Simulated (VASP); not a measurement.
A run of VASP 6.6.1 is set up as follows.

File INCAR:

```
ALGO = Normal ; EDIFF = 1E-7
EDIFFG = -0.005 ; ENCUT = 600
GGA = PS ; IBRION = 2
ISIF = 3 ; ISMEAR = 1
KPAR = 2 ; LASPH = True
LCHARG = False ; LREAL = False
LWAVE = False ; NELM = 80
NSW = 90 ; PREC = Accurate
SIGMA = 0.1
```

KPOINTS

```
k-points
0
Gamma
  16 16 16
```

File POSCAR:

```
Ir                                      
1.0
    0.0000000000      1.9172882880      1.9172882880
    1.9172882880      0.0000000000      1.9172882880
    1.9172882880      1.9172882880      0.0000000000
  Ir            
     1
Direct
     0.0000000000000000    0.0000000000000000    0.0000000000000000
```

Potentials or basis: VASP PAW PBE potentials, release 64 (Ir).

Run with:

```bash
$ cat potpaw_PBE.64/Ir/POTCAR > POTCAR
$ mpirun -np 2 vasp_std > vasp.out
```

Predict the band gap on the k mesh.

none (metal or under the smearing width).

Final structure:
```
Ir
1.0
     0.00000    1.91729    1.91729
     1.91729    0.00000    1.91729
     1.91729    1.91729    0.00000
Ir
1
Direct
  0.00000 0.00000 0.00000
```

Caveat: the relaxation stopped at its first step, so nothing moved. Spin-orbit coupling is left out, which matters for the levels of Ir.
